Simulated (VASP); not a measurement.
Runs of VASP 6.6.1 on TiO2 (Anatase). Symmetry: I4_1/amd, No. 141, tetragonal system. The conventional cell has a = 3.784 Å, b = 3.784 Å, c = 9.515 Å, α = 90.00°, β = 90.00°, γ = 90.00°. Ti (site symmetry -4m2) has 6 O at 1.93 to 1.98 Å as nearest neighbours. Around O (site symmetry 2mm) lie 3 Ti at 1.93 to 1.98 Å. 

```tsv
task	level	potentials or basis	k mesh	cutoff (eV)	mesh quality	gap on the mesh (eV)	pressure (GPa)	largest force (eV/Å)
band structure	TB-mBJ	VASP PAW PBE potentials, release 64 (Ti_sv, O)	8 × 8 × 10	520	not flagged	3.14	-	-
band structure	LDA	VASP PAW LDA potentials, release 64 (Ti_sv, O)	8 × 8 × 10	520	not flagged	2.00	-	-
single point	PBE	VASP PAW PBE potentials, release 64 (Ti_sv, O)	3 × 3 × 3	520	coarse	(a)	5.7	0.20
band structure	PBE	VASP PAW PBE potentials, release 64 (Ti_sv_GW, O_GW)	8 × 8 × 10	450	not flagged	2.13	-	-
band structure	r2SCAN	VASP PAW PBE potentials, release 64 (Ti_sv, O)	8 × 8 × 10	520	not flagged	2.54	1.8	(b)
band structure	PBE	VASP PAW PBE potentials, release 64 (Ti_sv, O)	8 × 8 × 10	520	not flagged	2.11	-	-
```

Alike in all rows: no spin polarisation; cell as given; smearing gaussian 0.02 eV.

Problem. Estimate the missing entries.

Solution. (a) 2.22; (b) 0.04.

Caveats: some runs use coarse meshes; the PAW data sets were made with another functional, which shifts forces and pressure a little (some runs); an odd mesh through Γ misses points on the zone boundary, where band edges often lie (some runs); the cutoff is under 1.25 times the usual one of these potentials, so pressure, stress and relaxed cells hold a basis-set (Pulay) error (some runs).
